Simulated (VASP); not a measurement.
Set up this calculation in VASP 6.6.1, as the native input.

```
Task                   : single point
Functional             : PBE
Dispersion             : MBD-FI
Potentials or basis    : VASP PAW PBE potentials, release 64 (Pb, Mg, N)
Cutoff                 : 500 eV
k mesh                 : 7 × 7 × 3
Occupations            : gaussian, width 0.05 eV
Spin                   : spin-orbit coupling, no magnetisation
Further INCAR settings : ALGO = Normal; EDIFF = 1e-06
```

The structure of Mg2PbN2 lies in POSCAR:

```
Mg2PbN2
1.0
    3.6107990000     -0.0213040000     -0.0359510000
   -1.8238490000      3.1834860000     -0.0084620000
   -0.0650840000     -0.0552660000      6.5301800000
Pb Mg N
1 2 2
Direct
    0.0000000000      0.0000000000      0.5000000000
    0.3333333333      0.6666666667      0.8612240000
    0.6666666667      0.3333333333      0.1387760000
    0.3333333333      0.6666666667      0.2025450000
    0.6666666667      0.3333333333      0.7974550000
```

The cell comes from a database or a generator and needn't be the stable form of this composition.

The cell isn't the ideal one: cell strained at random at fixed volume.

One way to write it, as run:

INCAR

```
PREC     = Accurate       # precision mode
ENCUT    = 500            # plane-wave cutoff, eV
EDIFF    = 1E-6           # SCF threshold, eV
ISMEAR   = 0              # smearing method
SIGMA    = 0.05           # smearing width, eV
LREAL    = False          # projectors in reciprocal space
LASPH    = True           # aspherical terms in the spheres
NELM     = 60             # most SCF steps
ALGO     = Normal         # electronic algorithm
ISIF     = 2              # what is computed and relaxed
LWAVE    = False          # write WAVECAR
LCHARG   = False          # write CHGCAR
MAGMOM   = 0 0 0 0 0 0 0 0 0 0 0 0 0 0 0 # initial moments
LORBIT   = 11             # projections on sites
LSORBIT  = True           # spin-orbit coupling
GGA_COMPAT= False        
GGA      = PE             # functional
IVDW     = 263            # dispersion correction
```

KPOINTS

```
regular mesh
0
Gamma
  7 7 3
```

Potentials or basis: VASP PAW PBE potentials, release 64 (Pb, Mg, N).

Command:

```sh
$ cat potpaw_PBE.64/Pb/POTCAR potpaw_PBE.64/Mg/POTCAR potpaw_PBE.64/N/POTCAR > POTCAR
$ mpirun -np 1 vasp_ncl > vasp.out
```

Results of the run:

```yaml
Pressure: -4.0 GPa
Largest_force: 0.155 eV/Å
Valence_electrons_inside_the_program's_atomic_spheres: Pb 3.02; Mg 0.41; N 3.60
Hirshfeld_charges: Pb +0.36; Mg +0.25; N -0.42 e
Dispersion_energy_per_atom: -0.307 eV
```

Wall time 5 min on 1 thread of Intel(R) Xeon(R) 6975P-C (Granite Rapids), on a shared host, peak memory 0.45 GiB.
